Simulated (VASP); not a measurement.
Input of a VASP 6.6.1 run:

File INCAR:

```
SYSTEM = YSiF2
ALGO = Fast ; EDIFF = 1E-7
ENCUT = 520 ; GGA = PE
ISIF = 2 ; ISMEAR = 0
LASPH = .TRUE. ; LCHARG = .FALSE.
LREAL = .FALSE. ; LWAVE = .FALSE.
NBANDS = 22 ; NELM = 100
PREC = Accurate ; SIGMA = 0.1
```

The input KPOINTS:

```
k-points
0
G
  15 15 8
  0 0 0
```

The input POSCAR:

```
YSiF2
1.0
    3.8307098352      0.0000000000      0.0000000000
   -1.9153549176      3.3174920318      0.0000000000
    0.0000000000      0.0000000000      6.2310525772
Y Si F
1 1 2
Direct
    0.0000000000      0.0000000000      0.5000000000
    0.0000000000      0.0000000000      0.0000000000
    0.3333333333      0.6666666667      0.4129727214
    0.6666666667      0.3333333333      0.5870272786
```

Potentials or basis: VASP PAW PBE potentials, release 64 (Y_sv, Si, F).

Command:

```sh
$ cat potpaw_PBE.64/Y_sv/POTCAR potpaw_PBE.64/Si/POTCAR potpaw_PBE.64/F/POTCAR > POTCAR
$ mpirun -np 1 vasp_std > vasp.out
```

Question: Estimate the pressure.

Answer: -0.1 GPa.

Question: What does it give for the band gap on the k mesh?

Answer: None (metal or under the smearing width).

Stress tensor (GPa, compression positive):
```
-0.02  0.00  0.00
 0.00 -0.02  0.00
 0.00  0.00 -0.15
```

Caveat: an odd number of electrons without spin polarisation forces a metal; a magnetic or distorted state may lie lower.
